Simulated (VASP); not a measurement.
Data:

```xyz
2
Lattice="1.1450 -1.9832 0.0000 1.1450 1.9832 0.0000 0.0000 0.0000 3.5800" Properties=species:S:1:pos:R:3 pbc="T T T"
Be     1.1450     0.6611     0.8950
Be     1.1450    -0.6611     2.6850
```

Calculation: optB86b-vdW, VASP's PBE PAW potentials (set 64) (plane waves; VASP). Run with 520 eV cut-off, 16×16×9 Γ-centred mesh, first-order Methfessel-Paxton smearing of 0.10 eV, potentials Be.

**Question.** The ions, cell shape and volume are relaxed. Which structure does the run end with?

**Answer.** 
```xyz
2
Lattice="1.1382 -1.9715 0.0000 1.1382 1.9715 0.0000 0.0000 0.0000 3.5643" Properties=species:S:1:pos:R:3 pbc="T T T"
Be     1.1382     0.6572     0.8911
Be     1.1382    -0.6572     2.6732
```
Space group P6_3/mmc (194), at a tolerance of 0.03 Å.

**Question.** How do energy and volume change from the first to the last step?

**Answer.** The energy (σ→0) changes by -0.8 meV/atom and the volume by -1.6 %, in 3 ionic steps.

The compound is Be in the hcp structure. This run relaxes it. Symmetry was kept, so distortions that lower it aren't found.
